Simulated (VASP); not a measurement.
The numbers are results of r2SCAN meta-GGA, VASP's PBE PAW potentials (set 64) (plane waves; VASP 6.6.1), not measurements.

The input files of a VASP run:

POSCAR:
```
CsPbCl3
1
    5.6750661787    -0.0000000000     0.0000000000
    0.0000000000     5.6750661787     0.0000000000
   -0.0000000000    -0.0000000000     5.6750661787
Cs Pb Cl
1 1 3
Direct
  0.0000000000   0.0000000000   0.0000000000
  0.5000000000   0.5000000000   0.5000000000
  0.5000000000   0.0000000000   0.5000000000
  0.0000000000   0.5000000000   0.5000000000
  0.5000000000   0.5000000000   0.0000000000
```

**INCAR**
```
SYSTEM = CsPbCl3
PREC = Accurate
ENCUT = 520
EDIFF = 1E-6
NELM = 100
ALGO = Normal
LREAL = .FALSE.
LASPH = .TRUE.
ISMEAR = 0
SIGMA = 0.05
METAGGA = R2SCAN
LMIXTAU = .TRUE.
LMAXMIX = 4
LWAVE = .FALSE.
LCHARG = .FALSE.
IBRION = 2
ISIF = 3
NSW = 60
EDIFFG = -0.02
```

File KPOINTS:
```
Automatic mesh
0
G
4 4 4
```

POTCAR, in this order: Cs_sv Pb_d Cl (PBE.64 set). Program: vasp_std.

What VASP printed:

### OUTCAR
```
 ion  position               nearest neighbor table
   1  0.000  0.000  0.000-
   2  0.500  0.500  0.500-   3 2.84   4 2.84   5 2.84   5 2.84   3 2.84   4 2.84
   3  0.500  0.000  0.500-   2 2.84   2 2.84
   4  0.000  0.500  0.500-   2 2.84   2 2.84
   5  0.500  0.500  0.000-   2 2.84   2 2.84
  LATTYP: Found a simple cubic cell.
 ALAT       =     5.6750661787
 Subroutine PRICEL returns:
 Original cell was already a primitive cell.
 Subroutine GETGRP returns: Found 48 space group operations
The static configuration has the point symmetry O_h .
The dynamic configuration has the point symmetry O_h .
 Subroutine INISYM returns: Found 48 space group operations
 Subroutine IBZKPT returns following result:
 Found     10 irreducible k-points:

 Following reciprocal coordinates:
            Coordinates               Weight
  0.000000  0.000000  0.000000      1.000000
  0.250000  0.000000  0.000000      6.000000
  0.500000  0.000000  0.000000      3.000000
  0.250000  0.250000  0.000000     12.000000
  0.500000  0.250000  0.000000     12.000000
  0.500000  0.500000  0.000000      3.000000
  0.250000  0.250000  0.250000      8.000000
  0.500000  0.250000  0.250000     12.000000
  0.500000  0.500000  0.250000      6.000000
  0.500000  0.500000  0.500000      1.000000
   k-points           NKPTS =     10   k-points in BZ     NKDIM =     10   number of bands    NBANDS=     26
   number of dos      NEDOS =    301   number of ions     NIONS =      5
   total plane-waves  NPLWV =  74088
   dimension x,y,z NGX =    42 NGY =   42 NGZ =   42
   dimension x,y,z NGXF=    84 NGYF=   84 NGZF=   84
   ions per type =               1   1   3
   PREC   = accura    normal or accurate (medium, high low for compatibility)
   ISTART =      0    job   : 0-new  1-cont  2-samecut
   ICHARG =      2    charge: 1-file 2-atom 10-const
   ISPIN  =      1    spin polarized calculation?
   LNONCOLLINEAR =      F non collinear calculations
...
```

**OSZICAR**
```
       N       E                     dE             d eps       ncg     rms          rms(c)
DAV:   1     0.321324594277E+03    0.32132E+03   -0.19827E+04   520   0.156E+03
DAV:   2    -0.639702908261E+02   -0.38529E+03   -0.37314E+03   630   0.356E+02
DAV:   3    -0.117370439083E+03   -0.53400E+02   -0.52610E+02   638   0.138E+02
DAV:   4    -0.119436256000E+03   -0.20658E+01   -0.20584E+01   720   0.329E+01
DAV:   5    -0.119491549661E+03   -0.55294E-01   -0.55243E-01   676   0.451E+00    0.524E+00
DAV:   6    -0.112164926831E+03    0.73266E+01   -0.39302E+00   662   0.298E+01    0.482E+00
DAV:   7    -0.106880666981E+03    0.52843E+01   -0.16057E+00   552   0.864E+00    0.187E+00
DAV:   8    -0.108020965731E+03   -0.11403E+01   -0.10758E+00   684   0.662E+00    0.140E+00
DAV:   9    -0.108007352083E+03    0.13614E-01   -0.45400E-01   534   0.629E+00    0.118E+00
DAV:  10    -0.108164011019E+03   -0.15666E+00   -0.32179E-01   556   0.564E+00    0.423E-01
DAV:  11    -0.108166853770E+03   -0.28428E-02   -0.68372E-02   692   0.213E+00    0.413E-01
DAV:  12    -0.108157276630E+03    0.95771E-02   -0.34283E-03   620   0.609E-01    0.290E-01
DAV:  13    -0.108164016116E+03   -0.67395E-02   -0.15678E-02   630   0.141E+00    0.971E-02
DAV:  14    -0.108169511834E+03   -0.54957E-02   -0.10842E-02   526   0.109E+00    0.867E-02
DAV:  15    -0.108169215956E+03    0.29588E-03   -0.21472E-03   528   0.492E-01    0.967E-02
DAV:  16    -0.108172589293E+03   -0.33733E-02   -0.15132E-03   580   0.422E-01    0.293E-02
DAV:  17    -0.108172648272E+03   -0.58979E-04   -0.92248E-05   656   0.766E-02    0.124E-02
DAV:  18    -0.108172622319E+03    0.25952E-04   -0.23689E-05   562   0.553E-02    0.445E-03
DAV:  19    -0.108172663588E+03   -0.41269E-04   -0.11043E-05   548   0.301E-02    0.333E-03
DAV:  20    -0.108172674965E+03   -0.11377E-04   -0.32111E-06   494   0.195E-02    0.328E-03
DAV:  21    -0.108172680113E+03   -0.51479E-05   -0.22917E-06   468   0.158E-02    0.170E-03
DAV:  22    -0.108172680805E+03   -0.69170E-06   -0.69776E-07   378   0.857E-03
   1 F= -.10817268E+03 E0= -.10817268E+03  d E =-.108173E+03
```

### OUTCAR
```
------------------------ aborting loop because EDIFF is reached ----------------------------------------
  FORCE on cell =-STRESS in cart. coord.  units (eV):
  Direction    XX          YY          ZZ          XY          YZ          ZX
  --------------------------------------------------------------------------------------
  Total        0.0068941      0.0068941      0.0068941      0.0000000     -0.0000000      0.0000000
  in kB        0.0604329      0.0604329      0.0604329      0.0000000     -0.0000000      0.0000000
  external PRESSURE =       0.0604329 kB  Pullay stress =       0.0000000 kB
  volume of cell :      182.77
      direct lattice vectors                 reciprocal lattice vectors
     5.675066179  0.000000000  0.000000000     0.176209399  0.000000000  0.000000000
     0.000000000  5.675066179  0.000000000     0.000000000  0.176209399  0.000000000
     0.000000000  0.000000000  5.675066179     0.000000000  0.000000000  0.176209399
 POSITION                                       TOTAL-FORCE (eV/Angst)
 -----------------------------------------------------------------------------------
      0.00000      0.00000      0.00000         0.000000      0.000000      0.000000
      2.83753      2.83753      2.83753         0.000000      0.000000      0.000000
      2.83753      0.00000      2.83753         0.000000      0.000000      0.000000
      0.00000      2.83753      2.83753         0.000000      0.000000      0.000000
      2.83753      2.83753      0.00000         0.000000      0.000000      0.000000
 -----------------------------------------------------------------------------------
    total drift:                                0.000000     -0.000000     -0.000000
  FREE ENERGIE OF THE ION-ELECTRON SYSTEM (eV)
  ---------------------------------------------------
  free  energy   TOTEN  =      -108.1726808048 eV

  energy  without entropy=     -108.1726808048  energy(sigma->0) =     -108.17268080

 reached required accuracy - stopping structural energy minimisation
```
(Selected blocks of OUTCAR.)

The compound is CsPbCl3 in the cubic perovskite structure, the ideal cubic form; the compound distorts at low or room temperature. It was relaxed first. The start is the result of an earlier pass.
